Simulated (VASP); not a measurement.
Wanted: the native input for a VASP 6.6.1 run.

```
Task                   : single point
Functional             : r2SCAN
Potentials or basis    : VASP PAW PBE potentials, release 64 (Al, Na_pv, Ni)
Cutoff                 : 520 eV
k mesh                 : 12 × 12 × 4
Occupations            : fermi-dirac, width 0.1 eV
Spin                   : no spin polarisation
Dipole correction      : no
Further INCAR settings : ALGO = Normal; EDIFF = 1e-06; NBANDS = 29
```

The system is NaAlNi.

```
Al Na Ni
1.0
     1.59747    2.76690    0.00000
    -1.59747    2.76690    0.00000
     0.00000    0.00000   10.44828
Al Na Ni
2 2 2
Direct
  0.00000 0.00000 0.00004
  0.00000 0.00000 0.50004
  0.33330 0.33340 0.24660
  0.66660 0.66670 0.74660
  0.66670 0.66660 0.09800
  0.33340 0.33330 0.59800
```

The cell was built by a generator and needn't be a form met in nature.

The input as run:

POSCAR

```
NaAlNi
1.0
    1.5974730000      2.7669010000      0.0000000000
   -1.5974730000      2.7669010000      0.0000000000
    0.0000000000      0.0000000000     10.4482800000
Al Na Ni
2 2 2
Direct
    0.0000000000      0.0000000000      0.0000400000
    0.0000000000      0.0000000000      0.5000400000
    0.3333000000      0.3334000000      0.2466000000
    0.6666000000      0.6667000000      0.7466000000
    0.6667000000      0.6666000000      0.0980000000
    0.3334000000      0.3333000000      0.5980000000
```

INCAR.step1

```
PREC = Accurate
ENCUT = 520
ISMEAR = -1
SIGMA = 0.1
LREAL = False
LASPH = True
NELM = 80
NBANDS = 29
GGA = PE
ALGO = Normal
EDIFF = 1E-4
LWAVE = True
LCHARG = False
```

INCAR.step2

```
PREC = Accurate
ENCUT = 520
EDIFF = 1E-6
ISMEAR = -1
SIGMA = 0.1
LREAL = False
LASPH = True
NELM = 80
ALGO = Normal
ISIF = 2
LWAVE = False
LCHARG = False
METAGGA = R2SCAN
LMIXTAU = True
NBANDS = 29
ISTART = 1
```

KPOINTS

```
Automatic mesh
0
Gamma
  12 12 4
```

Potentials or basis: VASP PAW PBE potentials, release 64 (Al, Na_pv, Ni).

Run with:

```bash
$ cat potpaw_PBE.64/Al/POTCAR potpaw_PBE.64/Na_pv/POTCAR potpaw_PBE.64/Ni/POTCAR > POTCAR
$ cp INCAR.step1 INCAR
$ mpirun -np 1 vasp_std > vasp.out
$ cp INCAR.step2 INCAR
$ mpirun -np 1 vasp_std > vasp.out
```

It gave:

```
Pressure               : 24.1 GPa
Largest force          : 2.655 eV/Å
Band gap on the k mesh : none (metal or under the smearing width)
```

Caveat: so large a pressure means that the cell lies far from this level's equilibrium, or that cutoff or potentials fall short; the potentials were made for another functional, which shifts forces and pressure.

Run time: 12 min on 1 thread of Intel(R) Xeon(R) Platinum 8488C (Sapphire Rapids) (shared host), peak memory 0.49 GiB.
